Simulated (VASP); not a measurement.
Data:

```
Bi
1.0
    4.23197    -2.29326     0.01087
    4.23197     2.29326     0.01087
    2.97959     0.00000     3.78031
Bi
2
Direct
  0.23411   0.23411   0.23411
  0.76589   0.76589   0.76589
```

Method: PBE GGA with spin-orbit coupling, VASP's PBE PAW potentials (set 64) (plane waves; VASP). Numerical set-up: 400 eV cut-off, 9×9×9 Γ-centred mesh, Gaussian smearing of 0.050 eV, potentials Bi_d.

Give the stress tensor in GPa (positive for a compressed cell).

```
 0.91   0.00  -0.05
 0.00   1.07   0.00
-0.05   0.00   1.05
```
The pressure is its mean diagonal, 1.01 GPa.

The compound is Bi in the a7 structure. It was relaxed first.
